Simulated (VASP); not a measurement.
These are PBE GGA, VASP's PBE PAW potentials (set 64) (plane waves; VASP 6.6.1) values and carry that method's errors.

The input files of a VASP run:

File KPOINTS:
```
Regular mesh
0
Gamma
  13 13 13
```

### POSCAR
```
LiH
1
    0.0000000000     1.9991872349     1.9991872349
    1.9991872349     0.0000000000     1.9991872349
    1.9991872349     1.9991872349     0.0000000000
Li H
1 1
Direct
  0.0000000000   0.0000000000   0.0000000000
  0.5000000000   0.5000000000   0.5000000000
```

**INCAR**
```
ALGO=Normal
EDIFF=1E-7
ENCUT=520
GGA=PE
ISIF=2
ISMEAR=-5
LASPH=T
LCHARG=T
LORBIT=11
LREAL=F
LWAVE=F
NEDOS=601
NELM=100
PREC=Accurate
SYSTEM=LiH
```

POTCAR, in this order: Li_sv H (PBE.64 set). Program: vasp_std.

Problem. What does the run give for the energy per atom (σ→0)?

Solution. 
The energy per atom (σ→0) is -3.064 eV/atom.

OSZICAR:
```
...
DAV:   8    -0.612706013925E+01   -0.18774E-02   -0.55859E-03  1176   0.661E-01    0.438E-02
DAV:   9    -0.612701402177E+01    0.46117E-04   -0.26882E-04  1500   0.943E-02    0.984E-03
DAV:  10    -0.612700914557E+01    0.48762E-05   -0.64075E-06  1146   0.226E-02    0.218E-03
DAV:  11    -0.612700807829E+01    0.10673E-05   -0.35524E-07  1416   0.558E-03    0.717E-04
DAV:  12    -0.612700694622E+01    0.11321E-05   -0.12673E-08   546   0.129E-03    0.824E-04
DAV:  13    -0.612700740646E+01   -0.46024E-06   -0.19530E-08   546   0.921E-04    0.653E-05
DAV:  14    -0.612700744682E+01   -0.40359E-07   -0.84593E-10   504   0.283E-04
   1 F= -.61270074E+01 E0= -.61270074E+01  d E =0.000000E+00
```

The compound is LiH in the rock salt structure. It was relaxed first, which changed the volume by -6 %.
